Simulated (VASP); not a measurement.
Output of a VASP run:

OUTCAR:
```
 ion  position               nearest neighbor table
   1  0.000  0.000  0.000-   2 2.15   2 2.15   2 2.15   2 2.15   2 2.15   2 2.15
   2  0.500  0.500  0.500-   1 2.15   1 2.15   1 2.15   1 2.15   1 2.15   1 2.15
  LATTYP: Found a face centered cubic cell.
 ALAT       =     4.2976249564
 Subroutine PRICEL returns:
 Original cell was already a primitive cell.
 Subroutine GETGRP returns: Found 48 space group operations
The static configuration has the point symmetry O_h .
The dynamic configuration has the point symmetry O_h .
 Subroutine INISYM returns: Found 48 space group operations
 Subroutine IBZKPT returns following result:
 Found     56 irreducible k-points:

 Following reciprocal coordinates:
            Coordinates               Weight
  0.000000  0.000000  0.000000      1.000000
  0.090909  0.000000  0.000000      8.000000
  0.181818  0.000000  0.000000      8.000000
  0.272727  0.000000  0.000000      8.000000
  0.363636  0.000000  0.000000      8.000000
  0.454545  0.000000  0.000000      8.000000
  0.090909  0.090909  0.000000      6.000000
  0.181818  0.090909  0.000000     24.000000
  0.272727  0.090909  0.000000     24.000000
  0.363636  0.090909  0.000000     24.000000
  0.454545  0.090909  0.000000     24.000000
 -0.454545  0.090909  0.000000     24.000000
 -0.363636  0.090909  0.000000     24.000000
 -0.272727  0.090909  0.000000     24.000000
 -0.181818  0.090909  0.000000     24.000000
 -0.090909  0.090909  0.000000     12.000000
  0.181818  0.181818  0.000000      6.000000
  0.272727  0.181818  0.000000     24.000000
  0.363636  0.181818  0.000000     24.000000
  0.454545  0.181818  0.000000     24.000000
 -0.454545  0.181818  0.000000     24.000000
 -0.363636  0.181818  0.000000     24.000000
 -0.272727  0.181818  0.000000     24.000000
 -0.181818  0.181818  0.000000     12.000000
  0.272727  0.272727  0.000000      6.000000
  0.363636  0.272727  0.000000     24.000000
  0.454545  0.272727  0.000000     24.000000
 -0.454545  0.272727  0.000000     24.000000
 -0.363636  0.272727  0.000000     24.000000
 -0.272727  0.272727  0.000000     12.000000
  0.363636  0.363636  0.000000      6.000000
  0.454545  0.363636  0.000000     24.000000
 -0.454545  0.363636  0.000000     24.000000
 -0.363636  0.363636  0.000000     12.000000
  0.454545  0.454545  0.000000      6.000000
 -0.454545  0.454545  0.000000     12.000000
  0.272727  0.181818  0.090909     24.000000
  0.363636  0.181818  0.090909     48.000000
  0.454545  0.181818  0.090909     48.000000
 -0.454545  0.181818  0.090909     48.000000
   k-points           NKPTS =     56   k-points in BZ     NKDIM =     56   number of bands    NBANDS=      9
   number of dos      NEDOS =    301   number of ions     NIONS =      2
   total plane-waves  NPLWV =  21952
   dimension x,y,z NGX =    28 NGY =   28 NGZ =   28
   dimension x,y,z NGXF=    56 NGYF=   56 NGZF=   56
   ions per type =               1   1
   PREC   = accura    normal or accurate (medium, high low for compatibility)
   ISTART =      0    job   : 0-new  1-cont  2-samecut
   ICHARG =      2    charge: 1-file 2-atom 10-const
   ISPIN  =      1    spin polarized calculation?
   LNONCOLLINEAR =      F non collinear calculations
   LSORBIT =      F    spin-orbit coupling
   INIWAV =      1    electr: 0-lowe 1-rand  2-diag
   ENCUT  =  620.0 eV  45.57 Ry    6.75 a.u.   6.17  6.17  6.17*2*pi/ulx,y,z
   NELM   =    100;   NELMIN=  2; NELMDL= -5     # of ELM steps
   EDIFF  = 0.1E-05   stopping-criterion for ELM
   LREAL  =      F    real-space projection
   NLSPLINE    = F    spline interpolate recip. space projectors
   LMAXMIX     =    2 max onsite mixed and CHGCAR
   VOSKOWN=      0    Vosko Wilk Nusair interpolation
   EDIFFG = -.2E-01   stopping-criterion for IOM
   NSW    =     40    number of steps for IOM
   NBLOCK =      1;   KBLOCK =     40    inner block; outer block
   IBRION =      2    ionic relax: 0-MD 1-quasi-New 2-CG
...
```

**OSZICAR**
```
       N       E                     dE             d eps       ncg     rms          rms(c)
DAV:   1     0.438709942474E+02    0.43871E+02   -0.53518E+03  1024   0.121E+03
DAV:   2    -0.571965050319E+01   -0.49591E+02   -0.47659E+02  1425   0.183E+02
DAV:   3    -0.712103709960E+01   -0.14014E+01   -0.13988E+01  1304   0.348E+01
DAV:   4    -0.714210129893E+01   -0.21064E-01   -0.21057E-01  1532   0.387E+00
DAV:   5    -0.714223888384E+01   -0.13758E-03   -0.13753E-03  1333   0.304E-01    0.477E+00
DAV:   6    -0.707062398124E+01    0.71615E-01   -0.13081E-01  1180   0.219E+00    0.319E+00
DAV:   7    -0.706199034244E+01    0.86336E-02   -0.68684E-02  1611   0.160E+00    0.129E+00
DAV:   8    -0.706197499594E+01    0.15346E-04   -0.50784E-03  1243   0.619E-01    0.180E-01
DAV:   9    -0.706195032207E+01    0.24674E-04   -0.97173E-05  1344   0.854E-02    0.519E-02
DAV:  10    -0.706195225020E+01   -0.19281E-05   -0.91661E-06  1501   0.294E-02    0.586E-03
DAV:  11    -0.706195221004E+01    0.40153E-07   -0.48327E-07   811   0.770E-03
   1 F= -.14884590E+01 E0= -.14884590E+01  d E =-.148846E+01
```

**OUTCAR**
```
------------------------ aborting loop because EDIFF is reached ----------------------------------------
  FORCE on cell =-STRESS in cart. coord.  units (eV):
  Direction    XX          YY          ZZ          XY          YZ          ZX
  --------------------------------------------------------------------------------------
  Total        5.5668762      5.5668762      5.5668762     -0.0000000      0.0000000      0.0000000
  in kB      449.4657424    449.4657424    449.4657424     -0.0000000      0.0000000      0.0000000
  external PRESSURE =      -0.5342576 kB  Pullay stress =     450.0000000 kB
  volume of cell :       19.84
      direct lattice vectors                 reciprocal lattice vectors
     0.000000000  2.148812478  2.148812478    -0.232686661  0.232686661  0.232686661
     2.148812478  0.000000000  2.148812478     0.232686661 -0.232686661  0.232686661
     2.148812478  2.148812478  0.000000000     0.232686661  0.232686661 -0.232686661
  FREE ENERGIE OF THE ION-ELECTRON SYSTEM (eV)
  ---------------------------------------------------
  free  energy   TOTEN  =        -7.0619522100 eV

  energy  without entropy=       -7.0619522100  energy(sigma->0) =       -7.06195221
  enthalpy is  TOTEN    =        -1.4884589675 eV   P V=        5.5734932425

 reached required accuracy - stopping structural energy minimisation
```
(Selected blocks of OUTCAR.)

File POSCAR:
```
LiCl
1
    0.0000000000     2.1488124782     2.1488124782
    2.1488124782    -0.0000000000     2.1488124782
    2.1488124782     2.1488124782    -0.0000000000
Li Cl
1 1
Direct
  0.0000000000   0.0000000000   0.0000000000
  0.5000000000   0.5000000000   0.5000000000
```

Q: Reconstruct the remaining input files.

A: Several could match; the one computed here: the input of the run itself, LDA (Ceperley-Alder, Perdew-Zunger), plane waves, VASP's LDA PAW potentials (set 64).

**KPOINTS**
```
Automatic
0
Gamma
11 11 11
0 0 0
```

INCAR:
```
SYSTEM = LiCl
PREC = Accurate; ENCUT = 620; LREAL = F
LASPH = T
EDIFF = 1E-6; NELM = 100; ALGO = Normal
ISMEAR = 0; SIGMA = 0.05
IBRION = 2; NSW = 40; ISIF = 3
EDIFFG = -0.02; PSTRESS = 450
LWAVE = F; LCHARG = F
```

POTCAR, in this order: Li_sv Cl (LDA.64 set). Program: vasp_std.

The compound is LiCl in the rock salt structure. It was relaxed first under an external pressure of 45 GPa.
